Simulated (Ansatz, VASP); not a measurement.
## Two plane-wave programs on NiS

The input INCAR:

```
ALGO = Fast ; EDIFF = 1E-7
ENCUT = 520 ; ISIF = 2
ISMEAR = 0 ; ISPIN = 2
LASPH = True ; LCHARG = False
LDAU = True ; LDAUJ = 0 0
LDAUL = 2 -1 ; LDAUPRINT = 1
LDAUTYPE = 2 ; LDAUU = 4 0
LMAXMIX = 4 ; LORBIT = 11
LREAL = False ; LWAVE = False
MAGMOM = 0.71 0.71 0.11 0.11 ; NBANDS = 28
NELM = 150 ; PREC = Accurate
SIGMA = 0.05
```

Contents of KPOINTS:

```
k-points
0
Gamma
  6 6 4
```

File POSCAR:

```
NiS
1.0
    3.4250012100      0.0000000000      0.0000000000
   -1.7125006100      2.9661380600      0.0000000000
    0.0000000000      0.0000000000      5.3399998700
Ni S
2 2
Direct
    0.0000000000      0.0000000000      0.0000000000
    0.0000000000      0.0000000000      0.5000000000
    0.3333333333      0.6666666667      0.2500000000
    0.6666666667      0.3333333333      0.7500000000
```

Input for Ansatz:

```yaml
crystal:
  lattice:
    - [3.42500121, 0.0, 0.0]
    - [-1.71250061, 2.96613806, 0.0]
    - [0.0, 0.0, 5.33999987]
  atoms:
    - { symbol: Ni, position: [0.0, 0.0, 0.0], spin: 1.0 }
    - { symbol: Ni, position: [0.0, 0.0, 0.5], spin: 1.0 }
    - { symbol: S, position: [0.3333333333, 0.6666666667, 0.25] }
    - { symbol: S, position: [0.6666666667, 0.3333333333, 0.75] }
basis:
  ecutwfc: 420
  ecutrho_ratio: 4
kpoints:
  mp_grid: { grid: [6, 6, 4] }
hamiltonian:
  xc: lda
  hubbard:
    sites: [{ site: 0, l: d, u_eff: 4.0 }, { site: 1, l: d, u_eff: 4.0 }]
scf:
  occupations: { method: gaussian, width: 0.05 }
  lower_state_search: "off"
  max_iter: 150
output:
  forces: true
  stress: true
  eigenvalues: true
  populations: true
  hubbard: { sites: [{ site: 0, l: d }, { site: 1, l: d }] }
magnetization:
  spin_polarized: true
  initial_magnetization: 2.0
  spin_locking: { lock_magnetization: soft, n_iters: 12 }
```

Alike in both runs: task single point; functional LDA; k mesh 6 × 6 × 4; occupations gaussian, width 0.05 eV; collinear spin; Hubbard terms Ni d U = 4.0 eV.

|  | VASP | Ansatz |
| --- | --- | --- |
| version | VASP 6.6.1 | Ansatz 0.2.0 |
| potentials or method | VASP PAW LDA potentials, release 64 (Ni, S) | scalar-relativistic, plane waves, PAW |
| plane-wave cutoff (eV) | 520 | 420 |
| valence electrons in the cell | 32 | 48 |

```tsv
	VASP	Ansatz	Ansatz less VASP
gap on the k mesh at the Fermi level (eV)	none	none	-
pressure (GPa)	-15.9	-9.3	+6.59
largest component of the traceless stress (GPa)	3.25	1.96	-1.291
net moment per atom (μB)	0.13	0.43	+0.304
size of the moment on the site where the two differ most (μB)	0.22	0.71	+0.486
```

The net moments differ so much that the two runs ended in different magnetic states, which moves the other rows too. Site moments also hang on the region over which each program counts them. The programs project onto different local orbitals, so the same U acts differently. A gap of «none» marks a metal or a gap that the smearing closes. The two sets of potentials don't hold the same shells in valence. Ansatz warned: «filled_band_counts_differ_across_k_points».

The state reached can hang on the start; a lower one may exist.
